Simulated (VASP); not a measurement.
OSZICAR of a VASP run on Ga35CN35:

File OSZICAR:
```
       N       E                     dE             d eps       ncg     rms          rms(c)
DAV:   1    -0.418690736038E+03   -0.41869E+03   -0.88287E-05   816   0.256E-02    0.971E-03
RMM:   2    -0.418690732497E+03    0.35411E-05   -0.19236E-05   785   0.106E-02    0.551E-03
RMM:   3    -0.418690731625E+03    0.87205E-06   -0.60951E-06   702   0.472E-03    0.270E-03
RMM:   4    -0.418690731618E+03    0.67230E-08   -0.22105E-06   597   0.246E-03
   1 F= -.41869073E+03 E0= -.41869073E+03  d E =-.143716E-08  mag=     3.0000
```

Question: Which electronic solver shows in the log?

Answer: It is blocked Davidson (ALGO = Normal, or the opening steps of other solvers) and then RMM-DIIS (ALGO = Fast or VeryFast). The INCAR had ALGO = Fast.

Question: How was spin treated?

Answer: Collinear spin (ISPIN = 2): the summary line carries one mag value, 3.00 μB in the cell.

Question: Can the final energy be trusted as converged?

Answer: The calculation finished and met its thresholds. It stopped with EDIFF = 1E-6, NELM = 100 (PBE GGA, plane waves, VASP's PBE PAW potentials (set 64)).  The cell is charged, with a uniform compensating background.  The supercell is sampled at Γ alone, which is coarse: total energies, pressure and levels can be off, energies of defects by several tenths of an eV.

The cell is a supercell with a defect, built from GaN (wurtzite): C_N-vac_Ga, charge -1. The total moment is imposed (NUPDOWN), so this need not be the lowest spin state.
